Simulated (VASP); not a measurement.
An input for Quantum ESPRESSO's pw.x (written as the equivalent of a VASP run, and not itself run):

```
&CONTROL
  calculation = 'vc-relax'
  pseudo_dir = './pseudo'
  outdir = './out'
  tprnfor = .true.
  tstress = .true.
  nstep = 60
  forc_conv_thr = 0.00039
/
&SYSTEM
  ibrav = 0
  nat = 2
  ntyp = 2
  ecutwfc = 82
  occupations = 'smearing'
  smearing = 'gaussian'
  degauss = 0.003675
  input_dft = 'vdw-df2'
/
&ELECTRONS
  conv_thr = 7.3e-08
  electron_maxstep = 100
/
&IONS
/
&CELL
/
ATOMIC_SPECIES
  Si 28.085 Si.upf
  C 12.011 C.upf
CELL_PARAMETERS angstrom
     0.0000000    2.1800000    2.1800000
     2.1800000    0.0000000    2.1800000
     2.1800000    2.1800000    0.0000000
ATOMIC_POSITIONS crystal
  Si   0.0000000  0.0000000  0.0000000
  C    0.2500000  0.2500000  0.2500000
K_POINTS automatic
  9 9 9 0 0 0
```

Q: Translate this input to VASP (INCAR, KPOINTS, POSCAR, choice of POTCAR).

A: One answer among several that fit: 
### KPOINTS
```
Automatic mesh
0
Gamma
9 9 9
0 0 0
```

INCAR:
```
SYSTEM = SiC
PREC = Accurate
ENCUT = 520
EDIFF = 1E-6
NELM = 100
ALGO = Normal
LREAL = .FALSE.
LASPH = .TRUE.
ISMEAR = 0
SIGMA = 0.05
GGA = ML
ZAB_VDW = -1.8867
LUSE_VDW = .TRUE.
AGGAC = 0.0
LWAVE = .FALSE.
LCHARG = .FALSE.
IBRION = 2
ISIF = 3
NSW = 60
EDIFFG = -0.01
```

File POSCAR:
```
SiC
1.0
  0.0000000000   2.1800000000   2.1800000000
  2.1800000000   0.0000000000   2.1800000000
  2.1800000000   2.1800000000   0.0000000000
Si C
1 1
Cart
  0.0000000000   0.0000000000   0.0000000000
  1.0900000000   1.0900000000   1.0900000000
```

POTCAR, in this order: Si C (PBE.64 set). Program: vasp_std.

Limits of the translation: the potentials are each code's own (VASP's PAW set, PseudoDojo norm-conserving files in pw.x), so ENCUT and ecutwfc are chosen apart and not converted; conv_thr bounds pw.x's estimated SCF error, while EDIFF bounds the energy change between steps; forc_conv_thr acts on force components and is met together with etot_conv_thr.

The compound is SiC in the zinc blende structure. This run relaxes it. Symmetry was kept, so distortions that lower it aren't found.
